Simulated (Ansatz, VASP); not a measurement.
**Ge (Germanium) in two plane-wave programs**

Wanted: the spread between two codes on one cell, functional and k mesh. The cell is taken from a series of runs on this material, whose earlier steps may have relaxed, scaled, displaced or heated it; both programs get it as it stands.

Program: Ansatz 0.2.0. Level of theory: plane waves, with VASP 6.6.1 beside it; zone-centre phonons at PBEsol. Results are calculated unless marked as measured.

### Step 1. The starting structure

It takes space group I4_1/amd (No. 141, tetragonal). The conventional cell has a = 3.973 Å, b = 3.973 Å, c = 5.718 Å, α = 90.00°, β = 90.00°, γ = 90.00°. Nearest to Ge lie 4 Ge at 2.45 Å.

### Step 2. Ansatz: zone-centre phonons, PBEsol

Ansatz runs on its PAW soft_1 files.

Second derivatives magnify differences that forces hide, and they need a tight electronic threshold.

File input.yaml:

```yaml
crystal:
  lattice:
    - [0.0, 2.8093945141, 2.8590635564]
    - [2.8093945141, 0.0, 2.8590635564]
    - [2.8093945141, 2.8093945141, 0.0]
  atoms:
    - { symbol: Ge, position: [0.4999702569, 0.4999702569, 0.4999839401] }
    - { symbol: Ge, position: [0.7500297431, 0.7500297431, 0.7500160599] }
kpoints:
  mp_grid: { grid: [12, 12, 12], shift: [0.5, 0.5, 0.5] }
hamiltonian:
  xc: pbesol
  pseudopotentials: { kind: paw, azcp: { folder: soft_1 }, xc_functional: pbe }
scf:
  occupations: { method: gaussian, width: 0.015 }
output:
  eigenvalues: true
phonons:
  method: dfpt
```

On the command line:

```
ansatz run input.yaml --threads 4 --pin off --max-ram 10240MiB --backend cpu --events-out ev --progress --plain --runs-dir out
```

Numbers of over 12 decimals in the logs are rounded to 6 here.

What it wrote:

```text
Engine: ansatz 0.2.0, aarch64-unknown-linux-gnu
Pseudopotentials: kind: paw
Pseudopotential: Ge, paw, valence charge 14, recommended cutoff 420 eV (normal), soft_1/Ge.paw.azcp
Functional definition: PBEsol
  exchange = pbesol_x
  correlation = pbesol_c
Crystal: 2 atoms, lattice volume = 45.131 Å³
Basis set: ecut = 420 eV, 893 PW (Γ), exchange–correlation on 64×64×64 points (8 copies of the dense FFT grid, shifted against one another)
Bands: 18, of which v1, the nominal top of the filled ones, is band 14 counted from 1 (13 counted from 0)
Symmetry: 4 space group operations
k-points: 864 of 1728 (irreducible under 1 space group operation, time reversal used)
Non-local potential: Ge, projectors of the file, l = 0: 2, l = 1: 2, l = 2: 3, l = 3: 1
PAW form: soft (Blöchl's): semilocal exchange-correlation on the pseudo side does not see the compensation charge
PAW frozen core: Ge, regenerated for the run's functional, and the local potential with it (the file was generated under x = pbe(κ = 0.804, μ = 0.219515), c = pbe(β = 0.066725))
PAW one-centre angular grid: Ge, 590 points (default); XC on 64 Gauss nodes
Initial density: superposition of atomic densities (chi_scale 0.1, normalization cell)
Initial wavefunctions: pseudopotential atomic-orbital guess
Functional: x = pbesol(κ = 0.804, μ = 0.123457), c = pbesol(β = 0.046)
SCF iter   1: F=—  HF=-8507.074850 eV  |F-HF|=—  |Δ(HF+E_count)|=         —  Δρ=3.54e-2  dr2=4.49e-1  ethr=3.10e-3  ⟨swp⟩=6.0  Hψ=72060  notcnv=0
preconditioner: auto → none  [insulator: Δε(μ)=0.220 eV  Ē_g=23.299 eV  σ=0.015 eV  W_gap=1.00  n_scr=14 (ndim 8)  ℏωp=29.2 eV  f_vac=0.000  D(μ)=0.00/eV (n_scr^D=0)  ε∞_Penn≈2.6]
SCF iter   2: F=—  HF=-8507.010540 eV  |F-HF|=—  |Δ(HF+E_count)|=   6.43e-2  Δρ=1.69e-2  dr2=8.51e-2  ethr=1.61e-3  ⟨swp⟩=2.0  Hψ=25561  notcnv=0
SCF iter   3: F=—  HF=-8507.003866 eV  |F-HF|=—  |Δ(HF+E_count)|=   6.67e-3  Δρ=1.62e-3  dr2=3.09e-4  ethr=3.04e-4  ⟨swp⟩=2.7  Hψ=22356  notcnv=0
SCF iter   4: F=—  HF=-8507.004022 eV  |F-HF|=—  |Δ(HF+E_count)|=   1.56e-4  Δρ=2.53e-4  dr2=2.01e-5  ethr=1.10e-6  ⟨swp⟩=2.0  Hψ=26336  notcnv=0
SCF iter   5: F=—  HF=-8507.003973 eV  |F-HF|=—  |Δ(HF+E_count)|=   4.86e-5  Δρ=9.34e-5  dr2=2.91e-6  ethr=7.19e-8  ⟨swp⟩=2.0  Hψ=27648  notcnv=0
SCF iter   6: F=—  HF=-8507.003970 eV  |F-HF|=—  |Δ(HF+E_count)|=   3.22e-6  Δρ=2.52e-5  dr2=1.88e-7  ethr=1.04e-8  ⟨swp⟩=2.0  Hψ=27648  notcnv=0
SCF iter   7: F=—  HF=-8507.003970 eV  |F-HF|=—  |Δ(HF+E_count)|=   1.66e-7  Δρ=2.68e-6  dr2=1.94e-9  ethr=6.72e-10  ⟨swp⟩=2.0  Hψ=27648  notcnv=0
SCF iter   8: F=-8507.003970 eV  HF=-8507.003970 eV  |F-HF|=7.28e-12  |Δ(HF+E_count)|=   1.33e-9  Δρ=1.02e-7  dr2=3.72e-12  ethr=1.00e-12  ⟨swp⟩=4.3  Hψ=83242  notcnv=0
SCF 1 converged in 8 iterations: F = -8507.003970 eV  dr2 = 3.72e-12
  greatest PAW one-centre occupation: 0.998 electrons in one spin orbital (limit 2), on the Ge atom at site 1 (counted from 0), in its partial waves of l = 2
DFPT response loops at Γ: preconditioner auto → none (the input reference at scf.mixing.eps_inf says where Resta's filter doesn't serve); β = 0.50; Broyden in place of MSR1
SCF converged after 8 iterations
Free energy (F): -8507.003970 eV
Harris-Foulkes:  -8507.003970 eV  (|F-HF|=7.28e-12)
Internal energy: -8507.003970 eV  (E = F + TS)
E sigma→0 (E₀):  -8507.003970 eV
Fermi energy:    8.519371 eV
--- Per-component energies (eV) ---
  E_band       = -302.667000
  E_kinetic    = 185.954223
  E_local      = -4499.136748  (includes V_loc(G=0)·N_el)
  E_nonlocal   = 438.883190
  E_hartree    = 2142.782684
  E_xc         = -142.309257
  E_vxc        = -130.483947  (∫ρ·V_xc dr)
  E_paw        = -3944.847326  (= ΣΔE_a)
  E_vpaw       = -583.448976  (= ΣTr[D̂ρ^β])
  E_aug_tail   = 0.000033  (compensation charges beyond the density's cutoff)
  E_ewald      = -2690.166644
  E_core_change = 1.835876  (= ΣΔE_core)
  E_smearing   = -0.000000  (= −TS)
  E_closure    = 0.000000  (closes the sum)
  Σ components = -8507.003970   (vs F -8507.003970, Δ=0.00e0)
--- Band table (eV; the first three rows and the last of 864) ---
  k-point 0: bands = [... 10 lower, -4.3433, 7.7081, 8.3599, 8.4518, 9.0643, 11.0162, 11.0217, 11.1106]
  k-point 1: bands = [... 10 lower, -4.2287, 6.5467, 7.8542, 8.3818, 9.6333, 11.1376, 11.1857, 11.8556]
  k-point 2: bands = [... 10 lower, -3.9479, 4.9707, 7.4186, 8.0673, 9.5464, 11.5693, 11.7957, 12.9591]
  k-point 863: bands = [... 10 lower, -2.2481, 0.8284, 6.7995, 6.9806, 8.8359, 12.1102, 12.2347, 15.5298]
--- Phonons (Γ-DFPT): 2 representative perturbations + reference, on 864 of 1728 k-points (Σ response iterations 6) ---
  k mesh reduced under 1 symmetry operation, with k and −k counted as one. Each operation leaves every solved perturbation unchanged. A smaller set is not used because it would not reduce the number of displacements times k-points to solve
  ASR residual: 1.485e-5 → 0.000e0 eV/Å²; symmetrization residual: 1.477e-6 eV/Å²
  ASR residual per site (eV/Å²): 1.49e-5 1.49e-5
  Γ frequencies (cm⁻¹): 0.00 0.00 0.00 292.05 292.13 293.16
  non-analytic LO–TO correction: not included (Born effective charges unavailable; polar crystals: no LO–TO splitting at Γ)
```

The column dr2 measures how far the density is from self-consistency, as an energy; F and HF (Harris–Foulkes) agree once it is small.

[end of part 1 of 3]

[Lines on the potential files, build, host, timing and source positions are cut from VASP's logs without a mark.]

[Logs are printed without paths, hosts, clocks, repeated set-up lines and the standing remarks that a program may print on its own settings, such as how far it seeks lower states.]

[Hosts, paths, dates, database ids (printed as entryN), source tags and the programs' standing remarks are cut or masked in the printed files.]
